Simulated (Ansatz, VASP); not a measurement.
Two plane-wave programs on LuNO

```
Lu N O
1.0
     3.58135    0.00000    0.00000
    -1.79068    3.10154    0.00000
     0.00000    0.00000    3.03237
Lu N O
1 1 1
Direct
  0.33333 0.66667 0.00000
  0.00000 0.00000 0.50000
  0.66667 0.33333 0.50000
```

Change from the starting cell: species swapped into the TmCuSi type (P-6m2, No. 187).

Alike in both runs: functional PBE; k mesh 6 × 6 × 6; occupations gaussian, width 0.1 eV; no spin polarisation.

Ansatz relaxed the structure, and its values are those at the end. VASP's run is a single point on that final structure, the one shown.

|  | VASP | Ansatz |
| --- | --- | --- |
| version | VASP 6.6.1 | Ansatz 0.2.0 |
| potentials or method | VASP PAW PBE potentials, release 64 (Lu, N, O) | scalar-relativistic, plane waves, PAW |
| plane-wave cutoff (eV) | 520 | 420 |
| valence electrons in the cell | 36 | 36 |

VASP gave:

- gap on the k mesh at the Fermi level (eV): none
- pressure (GPa): 0.6

Problem. Estimate Ansatz's values.

Solution. gap on the k mesh at the Fermi level (eV): none; pressure (GPa): 0.1.

A gap of «none» marks a metal or a gap that the smearing closes. With one functional, cell and mesh, what is left measures potentials, basis and numerics.

Spin-orbit coupling is left out, which matters for the levels of Lu.
